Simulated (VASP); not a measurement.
Output of a VASP run:

File OSZICAR:
```
       N       E                     dE             d eps       ncg     rms          rms(c)
DAV:   1     0.122981519812E+03    0.12298E+03   -0.93210E+03  3276   0.158E+03
DAV:   2    -0.213199566097E+02   -0.14430E+03   -0.14022E+03  3326   0.392E+02
DAV:   3    -0.305538202533E+02   -0.92339E+01   -0.91070E+01  4850   0.928E+01
DAV:   4    -0.308318377900E+02   -0.27802E+00   -0.27782E+00  4134   0.150E+01
DAV:   5    -0.308399289898E+02   -0.80912E-02   -0.80900E-02  4893   0.219E+00    0.176E+01
DAV:   6    -0.257515598567E+02    0.50884E+01   -0.25250E+01  4334   0.603E+01    0.398E+00
DAV:   7    -0.257905820616E+02   -0.39022E-01   -0.15280E+00  3643   0.146E+01    0.350E+00
DAV:   8    -0.258007873245E+02   -0.10205E-01   -0.16561E-01  4817   0.368E+00    0.740E-01
DAV:   9    -0.257924632000E+02    0.83241E-02   -0.66662E-02  4373   0.339E+00    0.246E-01
DAV:  10    -0.257919362853E+02    0.52691E-03   -0.47201E-03  4090   0.975E-01    0.812E-02
DAV:  11    -0.257919404871E+02   -0.42018E-05   -0.25565E-04  4563   0.212E-01    0.628E-02
DAV:  12    -0.257919087445E+02    0.31743E-04   -0.20050E-04  4266   0.196E-01    0.106E-02
DAV:  13    -0.257919071551E+02    0.15894E-05   -0.12079E-05  3846   0.460E-02    0.196E-03
DAV:  14    -0.257919073472E+02   -0.19211E-06   -0.24725E-07  1868   0.606E-03
   1 F= -.25791907E+02 E0= -.25791717E+02  d E =-.257919E+02
```

File OUTCAR:
```
------------------------ aborting loop because EDIFF is reached ----------------------------------------
  FORCE on cell =-STRESS in cart. coord.  units (eV):
  Direction    XX          YY          ZZ          XY          YZ          ZX
  --------------------------------------------------------------------------------------
  Total        0.0008653      0.0008653      0.0070889      0.0000000      0.0000000     -0.0000000
  in kB        0.0551307      0.0551307      0.4516697      0.0000000      0.0000000     -0.0000000
  external PRESSURE =       0.1873104 kB  Pullay stress =       0.0000000 kB
  volume of cell :       25.15
      direct lattice vectors                 reciprocal lattice vectors
     1.509397033 -2.614352376  0.000000000     0.331258105 -0.191251954  0.000000000
     1.509397033  2.614352376  0.000000000     0.331258105  0.191251954  0.000000000
     0.000000000  0.000000000  3.186176148     0.000000000  0.000000000  0.313855843
 POSITION                                       TOTAL-FORCE (eV/Angst)
 -----------------------------------------------------------------------------------
      0.00000      0.00000      0.00000        -0.000000     -0.000000      0.000000
      1.50940      0.87145      1.59309         0.000000      0.000000      0.000000
      1.50940     -0.87145      1.59309        -0.000000     -0.000000     -0.000000
 -----------------------------------------------------------------------------------
    total drift:                                0.000000     -0.000000      0.000000
  FREE ENERGIE OF THE ION-ELECTRON SYSTEM (eV)
  ---------------------------------------------------
  free  energy   TOTEN  =       -25.7919073472 eV

  energy  without entropy=      -25.7913365489  energy(sigma->0) =      -25.79171708

 reached required accuracy - stopping structural energy minimisation
```
(Selected blocks of OUTCAR.)

File POSCAR:
```
TiB2
1
    1.5093970327    -2.6143523756    -0.0000000000
    1.5093970327     2.6143523756     0.0000000000
    0.0000000000    -0.0000000000     3.1861761478
Ti B
1 2
Direct
  1.0000000000   1.0000000000   1.0000000000
  0.3333330000   0.6666670000   0.5000000000
  0.6666670000   0.3333330000   0.5000000000
```

Problem. Write an INCAR and KPOINTS that could have produced this output.

Solution. This is not unique; one that fits is the input of the run itself, PBEsol GGA, plane waves, VASP's PBE PAW potentials (set 64).

INCAR:
```
ALGO  =  Normal
EDIFF  =  1E-6
EDIFFG  =  -0.01
ENCUT  =  520
GGA  =  PS
IBRION  =  2
ISIF  =  3
ISMEAR  =  1
LASPH  =  .TRUE.
LCHARG  =  .FALSE.
LMAXMIX  =  4
LREAL  =  .FALSE.
LWAVE  =  .FALSE.
NELM  =  100
NSW  =  60
PREC  =  Accurate
SIGMA  =  0.1
SYSTEM  =  TiB2
```

File KPOINTS:
```
Automatic mesh
0
Gamma
13 13 10
0 0 0
```

POTCAR, in this order: Ti_sv B (PBE.64 set). Program: vasp_std.

The compound is TiB2 in the AlB2 type structure. It was relaxed first. The start is the result of an earlier pass.
